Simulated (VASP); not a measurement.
A convergence study with VASP on SrCl₂ (fluorite): one setting is varied, all else stays as given below, so the limit is that of these other settings.

```xyz
3
Lattice="0.0000 3.4900 3.4900 3.4900 0.0000 3.4900 3.4900 3.4900 0.0000" Properties=species:S:1:pos:R:3 pbc="T T T"
Sr     0.0000     0.0000     0.0000
Cl     1.7450     1.7450     1.7450
Cl     5.2350     5.2350     5.2350
```

Method: PBE GGA, VASP's PBE PAW potentials (set 64) (plane waves; VASP). The tightest run used: 600 eV cut-off, 4×4×4 Γ-centred mesh, Gaussian smearing of 0.010 eV, potentials Sr_sv Cl.

Question: The settings run are ENCUT = 200; ENCUT = 300; ENCUT = 400; ENCUT = 500; ENCUT = 600. From which on does the highest Γ mode stay within 5 cm⁻¹ of the tightest run?

Answer: From ENCUT = 300 on: it is off by 1.1 there and by no more than 5 in any finer run, while ENCUT = 200 is off by 6.9.
```
setting      highest Γ mode (cm⁻¹)  plane waves  difference judged (cm⁻¹)
-----------  ---------------------  -----------  ------------------------
ENCUT = 200                  172.8          568                       6.9
ENCUT = 300                  178.7         1008                       1.1
ENCUT = 400                  179.6         1572                       0.1
ENCUT = 500                  179.5         2180                       0.3
ENCUT = 600                  179.7         2874                       0.0
```

Left out are rungs that failed or repeat a setting and relaxations that didn't move; long series are thinned to 24 rows.

The compound is SrCl2 in the fluorite structure. The cell was not relaxed at this level.
